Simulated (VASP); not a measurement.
VASP input:

**POSCAR**
```
Na2S
1
    0.0000000000     3.2700000000     3.2700000000
    3.2700000000     0.0000000000     3.2700000000
    3.2700000000     3.2700000000     0.0000000000
Na S
2 1
Direct
  0.2500000000   0.2500000000   0.2500000000
  0.7500000000   0.7500000000   0.7500000000
  0.0000000000   0.0000000000   0.0000000000
```

**INCAR**
```
! general
SYSTEM = Na2S
PREC   = Accurate
ENCUT  = 400   ! plane-wave cut-off (eV)
LREAL  = F   ! projection in real space or not
LASPH  = T   ! aspherical one-centre terms

! electronic loop
EDIFF  = 1E-6   ! SCF stop (eV)
NELM   = 100
ALGO   = Normal   ! blocked Davidson

! smearing
ISMEAR = 0   ! Gaussian
SIGMA  = 0.05   ! width (eV)

! functional
GGA    = PE   ! PBE

! ions
IBRION = 2   ! conjugate gradients
NSW    = 40
ISIF   = 3   ! ions, shape and volume
EDIFFG = -0.01   ! ionic stop

! output
LWAVE  = F
LCHARG = F
```

**KPOINTS**
```
kpoints
0
gamma
  5 5 5
```

POTCAR, in this order: Na_pv S (PBE.64 set). Program: vasp_std.

Question: Write an equivalent input for Ansatz.

Answer: One equivalent input (not run):
Ansatz 0.2 input:
```yaml
crystal:
  lattice:
    - [0.0000000, 3.2700000, 3.2700000]
    - [3.2700000, 0.0000000, 3.2700000]
    - [3.2700000, 3.2700000, 0.0000000]
  atoms:
    - { symbol: Na, position: [0.2500000, 0.2500000, 0.2500000] }
    - { symbol: Na, position: [0.7500000, 0.7500000, 0.7500000] }
    - { symbol: S, position: [0.0000000, 0.0000000, 0.0000000] }
kpoints:
  mp_grid: { grid: [5, 5, 5] }
hamiltonian:
  xc: pbe
  pseudopotentials: { kind: paw }
scf:
  occupations: { method: gaussian, width: 0.05 }
  max_iter: 100
relax:
  max_steps: 40
  f_tol: 0.01
  cell: {}
output: { forces: true, stress: true, eigenvalues: true }
```
What does not carry over: each code has its own PAW files, so the cut-off isn't converted (ENCUT is set for VASP's; basis.ecutwfc is left out, and Ansatz then takes the one that its files recommend); Ansatz stops its SCF on the density residual and VASP on the energy change (EDIFF).

The compound is Na2S in the antifluorite structure. This run relaxes it. Symmetry was kept, so distortions that lower it aren't found.
